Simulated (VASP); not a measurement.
Given:

```yaml
crystal:
  lattice:
    - [0.00000, 2.77096, 2.77096]
    - [2.77096, 0.00000, 2.77096]
    - [2.77096, 2.77096, 0.00000]
  atoms:
    - { symbol: Zn, position: [0.00000, 0.00000, 0.00000] }
    - { symbol: Se, position: [0.25000, 0.25000, 0.25000] }
```

These are AM05 GGA, VASP's PBE PAW potentials (set 64) (plane waves; VASP) values and carry that method's errors. Settings: 520 eV cut-off, 8×8×8 Γ-centred mesh, Gaussian smearing of 0.050 eV, potentials Zn Se.

Question: Estimate the energy per atom (σ→0), pressure, band gap (on the k-mesh) with the smallest direct gap where there is one.

Answer: 
```
Item                                         Result
-----------------------------------  --------------
band gap (on the k-mesh)                    1.55 eV
smallest direct gap (on the k-mesh)         1.55 eV
energy per atom (σ→0)                -3.139 eV/atom
pressure                                   4.38 GPa
```

The compound is ZnSe in the zinc blende structure. This cell is one point of a volume scan, at 0.94 of the reference volume.
